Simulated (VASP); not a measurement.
```yaml
crystal:
  lattice:
    - [1.25460, -2.17303, 0.00000]
    - [1.25460, 2.17303, 0.00000]
    - [0.00000, 0.00000, 6.84420]
  atoms:
    - { symbol: C, position: [0.00000, 0.00000, 0.25000] }
    - { symbol: C, position: [0.00000, 0.00000, 0.75000] }
    - { symbol: C, position: [0.33333, 0.66667, 0.25000] }
    - { symbol: C, position: [0.66667, 0.33333, 0.75000] }
```

Computed with PBE GGA, VASP's PBE PAW potentials (set 64) (plane waves; VASP). Numerical set-up: 520 eV cut-off, 13×13×4 Γ-centred mesh, first-order Methfessel-Paxton smearing of 0.10 eV, potentials C.

Give the stress tensor in GPa (positive for a compressed cell).

```
-19.02    0.00    0.00
  0.00  -19.02    0.00
  0.00    0.00    2.86
```
The pressure is its mean diagonal, -11.73 GPa.

The compound is C in the graphite structure. The cell was not relaxed at this level.
